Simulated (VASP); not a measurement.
Shape and ions are relaxed at each volume.

Data:

Space group P-3m1 (No. 164); a = 4.5714 Å, b = 4.5714 Å, c = 7.2204 Å, α = 90.00°, β = 90.00°, γ = 120.00°

```json
[
 {"atom": "Mg", "site": "1a", "symmetry": "-3m.", "x": "0.0000", "y": "0.0000", "z": "0.0000"},
 {"atom": "Mg", "site": "2d", "symmetry": "3m.", "x": "0.6667", "y": "0.3333", "z": "0.3670"},
 {"atom": "Sb", "site": "2d", "symmetry": "3m.", "x": "0.3333", "y": "0.6667", "z": "0.2251"}
]
```

Method: revTPSS meta-GGA, VASP's PBE PAW potentials (set 64) (plane waves; VASP 6.6.1). Run with 520 eV cut-off, 6×6×3 Γ-centred mesh, Gaussian smearing of 0.050 eV, potentials Mg Sb.

**Question.** Give the energy at these volumes per atom, relative to the lowest: 24.56, 25.35, 26.13, 26.92, 27.70 Å³.

**Answer.** 14.7, 3.5, 0.0, 3.1, 11.8 meV/atom. A third-order Birch-Murnaghan fit gives B0 = 44.7 GPa and B0′ = 4.2.

The compound is Mg3Sb2 in the a-la2o3 structure. It was relaxed first.
